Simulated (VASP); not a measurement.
```
CELL_PARAMETERS angstrom
      2.64745    -4.58552     0.00000
      2.64745     4.58552     0.00000
      0.00000     0.00000     4.22397
ATOMIC_POSITIONS crystal
  Co 0.50000 0.00000 0.00000
  Co 0.50000 0.50000 0.00000
  Co 0.00000 0.50000 0.00000
  Sn 0.00000 0.00000 0.00000
  Sn 0.33333 0.66667 0.50000
  Sn 0.66667 0.33333 0.50000
```

The numbers are results of PBE GGA with spin-orbit coupling, VASP's PBE PAW potentials (set 64) (plane waves; VASP), not measurements. Run with 400 eV cut-off, 6×6×7 Γ-centred mesh, Gaussian smearing of 0.050 eV, potentials Co Sn_d.

What does the run give for the energy per atom (σ→0), band gap (over mesh and band path) with the smallest direct gap where there is one?

band gap (over mesh and band path): none (metal, semimetal or under 0.01 eV)
energy per atom (σ→0): -5.572 eV/atom

Total energies compare only between runs with the same potentials, cut-off and functional.

The compound is CoSn in the sg191 structure. It was relaxed first.
